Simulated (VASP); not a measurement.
Output of a VASP run:

OUTCAR:
```
 ion  position               nearest neighbor table
   1  0.500  0.500  0.500-   2 2.44   2 2.44   2 2.44   2 2.44   2 2.44   2 2.44   2 2.44   2 2.44
  LATTYP: Found a simple cubic cell.
 ALAT       =     2.8121747886
 Subroutine PRICEL returns:
 Original cell was already a primitive cell.
 Subroutine GETGRP returns: Found 48 space group operations
The static configuration has the point symmetry O_h .
The dynamic configuration has the point symmetry O_h .
 Subroutine INISYM returns: Found 48 space group operations
 Subroutine IBZKPT returns following result:
 Found     84 irreducible k-points:

 Following reciprocal coordinates:
            Coordinates               Weight
  0.000000  0.000000  0.000000      1.000000
  0.083333  0.000000  0.000000      6.000000
  0.166667  0.000000  0.000000      6.000000
  0.250000  0.000000  0.000000      6.000000
  0.333333  0.000000  0.000000      6.000000
  0.416667  0.000000  0.000000      6.000000
  0.500000  0.000000  0.000000      3.000000
  0.083333  0.083333  0.000000     12.000000
  0.166667  0.083333  0.000000     24.000000
  0.250000  0.083333  0.000000     24.000000
  0.333333  0.083333  0.000000     24.000000
  0.416667  0.083333  0.000000     24.000000
  0.500000  0.083333  0.000000     12.000000
  0.166667  0.166667  0.000000     12.000000
  0.250000  0.166667  0.000000     24.000000
  0.333333  0.166667  0.000000     24.000000
  0.416667  0.166667  0.000000     24.000000
  0.500000  0.166667  0.000000     12.000000
  0.250000  0.250000  0.000000     12.000000
  0.333333  0.250000  0.000000     24.000000
  0.416667  0.250000  0.000000     24.000000
  0.500000  0.250000  0.000000     12.000000
  0.333333  0.333333  0.000000     12.000000
  0.416667  0.333333  0.000000     24.000000
  0.500000  0.333333  0.000000     12.000000
  0.416667  0.416667  0.000000     12.000000
  0.500000  0.416667  0.000000     12.000000
  0.500000  0.500000  0.000000      3.000000
  0.083333  0.083333  0.083333      8.000000
  0.166667  0.083333  0.083333     24.000000
  0.250000  0.083333  0.083333     24.000000
  0.333333  0.083333  0.083333     24.000000
  0.416667  0.083333  0.083333     24.000000
  0.500000  0.083333  0.083333     12.000000
  0.166667  0.166667  0.083333     24.000000
  0.250000  0.166667  0.083333     48.000000
  0.333333  0.166667  0.083333     48.000000
  0.416667  0.166667  0.083333     48.000000
  0.500000  0.166667  0.083333     24.000000
  0.250000  0.250000  0.083333     24.000000
   k-points           NKPTS =     84   k-points in BZ     NKDIM =     84   number of bands    NBANDS=      9
   number of dos      NEDOS =    301   number of ions     NIONS =      2
   total plane-waves  NPLWV =   5832
   dimension x,y,z NGX =    18 NGY =   18 NGZ =   18
   dimension x,y,z NGXF=    36 NGYF=   36 NGZF=   36
   ions per type =               1   1
   PREC   = accura    normal or accurate (medium, high low for compatibility)
   ISTART =      0    job   : 0-new  1-cont  2-samecut
   ICHARG =      2    charge: 1-file 2-atom 10-const
   ISPIN  =      1    spin polarized calculation?
   LNONCOLLINEAR =      F non collinear calculations
   LSORBIT =      F    spin-orbit coupling
   INIWAV =      1    electr: 0-lowe 1-rand  2-diag
   ENCUT  =  400.0 eV  29.40 Ry    5.42 a.u.   4.59  4.59  4.59*2*pi/ulx,y,z
   NELM   =    100;   NELMIN=  2; NELMDL= -5     # of ELM steps
   EDIFF  = 0.1E-05   stopping-criterion for ELM
   LREAL  =      F    real-space projection
   NLSPLINE    = F    spline interpolate recip. space projectors
   LMAXMIX     =    4 max onsite mixed and CHGCAR
   VOSKOWN=      0    Vosko Wilk Nusair interpolation
   EDIFFG = -.1E-01   stopping-criterion for IOM
   NSW    =     60    number of steps for IOM
   NBLOCK =      1;   KBLOCK =     60    inner block; outer block
   IBRION =      2    ionic relax: 0-MD 1-quasi-New 2-CG
   NFREE  =      1    steps in history (QN), initial steepest desc. (CG)
...
```

File OSZICAR:
```
       N       E                     dE             d eps       ncg     rms          rms(c)
DAV:   1     0.265349352273E+02    0.26535E+02   -0.42978E+03  1520   0.103E+03
DAV:   2    -0.151382575253E+02   -0.41673E+02   -0.40278E+02  1537   0.174E+02
DAV:   3    -0.161943354527E+02   -0.10561E+01   -0.10450E+01  1861   0.386E+01
DAV:   4    -0.162111894592E+02   -0.16854E-01   -0.16843E-01  1964   0.424E+00
DAV:   5    -0.162115056505E+02   -0.31619E-03   -0.31616E-03  1899   0.483E-01    0.142E+01
DAV:   6    -0.176214384473E+02   -0.14099E+01   -0.64072E+01  1771   0.136E+02    0.159E+01
DAV:   7    -0.143833166165E+02    0.32381E+01   -0.30956E+01  1772   0.843E+01    0.250E+00
DAV:   8    -0.143362908140E+02    0.47026E-01   -0.21638E-01  1851   0.619E+00    0.132E+00
DAV:   9    -0.143188200630E+02    0.17471E-01   -0.44700E-02  1900   0.322E+00    0.331E-01
DAV:  10    -0.143184064997E+02    0.41356E-03   -0.71665E-04  1884   0.404E-01    0.166E-01
DAV:  11    -0.143183725126E+02    0.33987E-04   -0.29317E-05  1644   0.628E-02    0.739E-03
DAV:  12    -0.143183720746E+02    0.43799E-06   -0.86915E-07  1050   0.134E-02
   1 F= -.14318372E+02 E0= -.14318452E+02  d E =-.143184E+02
```

### OUTCAR
```
------------------------ aborting loop because EDIFF is reached ----------------------------------------
  FORCE on cell =-STRESS in cart. coord.  units (eV):
  Direction    XX          YY          ZZ          XY          YZ          ZX
  --------------------------------------------------------------------------------------
  Total       -0.0008087     -0.0008087     -0.0008087     -0.0000000     -0.0000000      0.0000000
  in kB       -0.0582617     -0.0582617     -0.0582617     -0.0000000     -0.0000000      0.0000000
  external PRESSURE =      -0.0582617 kB  Pullay stress =       0.0000000 kB
  volume of cell :       22.24
      direct lattice vectors                 reciprocal lattice vectors
     2.812174789  0.000000000  0.000000000     0.355596673  0.000000000  0.000000000
     0.000000000  2.812174789  0.000000000     0.000000000  0.355596673  0.000000000
     0.000000000  0.000000000  2.812174789     0.000000000  0.000000000  0.355596673
 POSITION                                       TOTAL-FORCE (eV/Angst)
 -----------------------------------------------------------------------------------
      1.40609      1.40609      1.40609         0.000000      0.000000      0.000000
      0.00000      0.00000      0.00000         0.000000      0.000000      0.000000
 -----------------------------------------------------------------------------------
    total drift:                                0.000000      0.000000     -0.000000
  FREE ENERGIE OF THE ION-ELECTRON SYSTEM (eV)
  ---------------------------------------------------
  free  energy   TOTEN  =       -14.3183720746 eV

  energy  without entropy=      -14.3186131710  energy(sigma->0) =      -14.31845244

 reached required accuracy - stopping structural energy minimisation
```
(Selected blocks of OUTCAR.)

File POSCAR:
```
FeAl
1
    2.8121747886     0.0000000000    -0.0000000000
    0.0000000000     2.8121747886     0.0000000000
    0.0000000000     0.0000000000     2.8121747886
Al Fe
1 1
Direct
  0.5000000000   0.5000000000   0.5000000000
  0.0000000000   0.0000000000   0.0000000000
```

**Question.** Write an INCAR and KPOINTS that could have produced this output.

**Answer.** One answer among several that fit: the input of the run itself, LDA (Ceperley-Alder, Perdew-Zunger), plane waves, VASP's LDA PAW potentials (set 64).

**INCAR**
```
SYSTEM = FeAl
PREC = Accurate
ENCUT = 400
EDIFF = 1E-6
NELM = 100
ALGO = Normal
LREAL = .FALSE.
LASPH = .TRUE.
ISMEAR = 1
SIGMA = 0.1
LMAXMIX = 4
LWAVE = .FALSE.
LCHARG = .FALSE.
IBRION = 2
ISIF = 3
NSW = 60
EDIFFG = -0.01
```

KPOINTS:
```
Automatic mesh
0
Gamma
12 12 12
0 0 0
```

POTCAR, in this order: Al Fe (LDA.64 set). Program: vasp_std.

The compound is FeAl in the CsCl type structure. It was relaxed first, which changed the volume by -10 %. The start is the result of an earlier pass. The run is not spin-polarised, so no magnetic state was tried. The electron count is odd and the run is not spin-polarised, which forces a metal.
